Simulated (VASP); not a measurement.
Level of theory: RPBE GGA, VASP's PBE PAW potentials (set 64) (plane waves; VASP).

VASP input:

INCAR:
```
SYSTEM = PbS
PREC = Accurate; ENCUT = 520; LREAL = .FALSE.
LASPH = .TRUE.; ICHARG = 11
EDIFF = 1E-7; NELM = 100; ALGO = Normal
LMAXMIX = 4
ISMEAR = 0; SIGMA = 0.05
GGA = RP
LWAVE = .FALSE.; LCHARG = .FALSE.; LORBIT = 11
```

POSCAR:
```
PbS
1
    0.0000000000     3.0391127551     3.0391127551
    3.0391127551     0.0000000000     3.0391127551
    3.0391127551     3.0391127551     0.0000000000
Pb S
1 1
Direct
  0.0000000000   0.0000000000   0.0000000000
  0.5000000000   0.5000000000   0.5000000000
```

### KPOINTS
```
k-points along high-symmetry lines
15
Line-mode
Reciprocal
  0.000000   0.000000   0.000000 ! GAMMA
  0.500000   0.000000   0.500000 ! X

  0.500000   0.000000   0.500000 ! X
  0.625000   0.250000   0.625000 ! U

  0.375000   0.375000   0.750000 ! K
  0.000000   0.000000   0.000000 ! GAMMA

  0.000000   0.000000   0.000000 ! GAMMA
  0.500000   0.500000   0.500000 ! L

  0.500000   0.500000   0.500000 ! L
  0.500000   0.250000   0.750000 ! W

  0.500000   0.250000   0.750000 ! W
  0.500000   0.000000   0.500000 ! X
```

POTCAR, in this order: Pb_d S (PBE.64 set). Program: vasp_std. Read from the step before: CHGCAR.

What VASP printed:

OUTCAR:
```
 ion  position               nearest neighbor table
   1  0.000  0.000  0.000-   2 3.04   2 3.04   2 3.04   2 3.04   2 3.04   2 3.04
   2  0.500  0.500  0.500-   1 3.04   1 3.04   1 3.04   1 3.04   1 3.04   1 3.04
  LATTYP: Found a face centered cubic cell.
 ALAT       =     6.0782255102
 Subroutine PRICEL returns:
 Original cell was already a primitive cell.
 Subroutine GETGRP returns: Found 48 space group operations
The static configuration has the point symmetry O_h .
The dynamic configuration has the point symmetry O_h .
 Subroutine INISYM returns: Found 48 space group operations
   k-points           NKPTS =     90   k-points in BZ     NKDIM =     90   number of bands    NBANDS=     14
   number of dos      NEDOS =    301   number of ions     NIONS =      2
   total plane-waves  NPLWV =  32768
   dimension x,y,z NGX =    32 NGY =   32 NGZ =   32
   dimension x,y,z NGXF=    64 NGYF=   64 NGZF=   64
   ions per type =               1   1
   PREC   = accura    normal or accurate (medium, high low for compatibility)
   ISTART =      0    job   : 0-new  1-cont  2-samecut
   ICHARG =     11    charge: 1-file 2-atom 10-const
   ISPIN  =      1    spin polarized calculation?
   LNONCOLLINEAR =      F non collinear calculations
   LSORBIT =      F    spin-orbit coupling
   INIWAV =      1    electr: 0-lowe 1-rand  2-diag
   ENCUT  =  520.0 eV  38.22 Ry    6.18 a.u.   7.99  7.99  7.99*2*pi/ulx,y,z
...
```

OSZICAR:
```
       N       E                     dE             d eps       ncg     rms          rms(c)
DAV:   1     0.160630113894E+03    0.16063E+03   -0.99826E+03  2520   0.148E+03
DAV:   2     0.489308503704E+01   -0.15574E+03   -0.15220E+03  2688   0.357E+02
DAV:   3    -0.834844496934E+01   -0.13242E+02   -0.12964E+02  3350   0.107E+02
DAV:   4    -0.871695572383E+01   -0.36851E+00   -0.36826E+00  2864   0.209E+01
DAV:   5    -0.872972667752E+01   -0.12771E-01   -0.12771E-01  3436   0.381E+00
DAV:   6    -0.873033599202E+01   -0.60931E-03   -0.60931E-03  3394   0.714E-01
DAV:   7    -0.873034134482E+01   -0.53528E-05   -0.53528E-05  3566   0.635E-02
DAV:   8    -0.873034142360E+01   -0.78776E-07   -0.78790E-07  3116   0.848E-03
   1 F= -.87303414E+01 E0= -.87303414E+01  d E =-.118408E-11
```

File OUTCAR:
```
 val. band max:        4.9538337495   @ k =   0.5000   0.5000   0.5000

 cond. band min:       5.6621560375   @ k =   0.5000   0.5000   0.5000



 k-point     1 :       0.0000    0.0000    0.0000
  band No.  band energies     occupation
      1     -11.7837      2.00000
      2     -11.7837      2.00000
      3     -11.7837      2.00000
      4     -11.7612      2.00000
      5     -11.7612      2.00000
      6      -7.9373      2.00000
      7      -1.1117      2.00000
      8       3.1904      2.00000
      9       3.1904      2.00000
     10       3.1904      2.00000
     11      10.0708      0.00000
     12      10.0708      0.00000
     13      10.0708      0.00000
     14      11.9798      0.00000

 k-point     2 :       0.0357    0.0000    0.0357
  band No.  band energies     occupation
      1     -11.7839      2.00000
      2     -11.7832      2.00000
      3     -11.7832      2.00000
      4     -11.7618      2.00000
      5     -11.7610      2.00000
      6      -7.9244      2.00000
      7      -1.1523      2.00000
      8       3.1750      2.00000
      9       3.1750      2.00000
     10       3.2586      2.00000
     11       9.8087      0.00000
     12      10.0351      0.00000
     13      10.0351      0.00000
     14      11.8753      0.00000

 k-point     3 :       0.0714    0.0000    0.0714
  band No.  band energies     occupation
      1     -11.7846      2.00000
      2     -11.7816      2.00000
      3     -11.7816      2.00000
      4     -11.7637      2.00000
      5     -11.7603      2.00000
      6      -7.8856      2.00000
      7      -1.2640      2.00000
      8       3.1297      2.00000
      9       3.1297      2.00000
     10       3.4474      2.00000
     11       9.1946      0.00000
     12       9.9522      0.00000
     13       9.9522      0.00000
     14      11.6221      0.00000

 k-point     4 :       0.1071    0.0000    0.1071
  band No.  band energies     occupation
      1     -11.7856      2.00000
...
```

The density is held fixed in this step, so its total energy and stress have no physical meaning. Unless said otherwise, spin-orbit coupling is left out, though it shifts the bands of the heavy elements here.

The compound is PbS in the rock salt structure. It was relaxed first, which changed the volume by +7 %.
